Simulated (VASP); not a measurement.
Here is the system:

```yaml
crystal:
  lattice:
    - [0.00000, 2.26178, 2.26178]
    - [2.26178, 0.00000, 2.26178]
    - [2.26178, 2.26178, 0.00000]
  atoms:
    - { symbol: Ga, position: [0.00000, 0.00000, 0.00000] }
    - { symbol: N, position: [0.25000, 0.25000, 0.25000] }
```

These are PBE GGA with D3 dispersion (zero damping), VASP's PBE PAW potentials (set 64) (plane waves; VASP) values and carry that method's errors. Settings: 520 eV cut-off, 11×11×11 Γ-centred mesh, tetrahedra with Blöchl corrections, potentials Ga_d N.

### Question
Predict the energy per atom (σ→0), band gap (on the k-mesh) with the smallest direct gap where there is one.

### Answer

```
Item                                          Value
-----------------------------------  --------------
band gap (on the k-mesh)                    1.65 eV
smallest direct gap (on the k-mesh)         1.65 eV
energy per atom (σ→0)                -6.247 eV/atom
```

Total energies compare only between runs with the same potentials, cut-off and functional.

The compound is GaN in the zinc blende structure, a metastable form; wurtzite is the usual one. It was relaxed first.
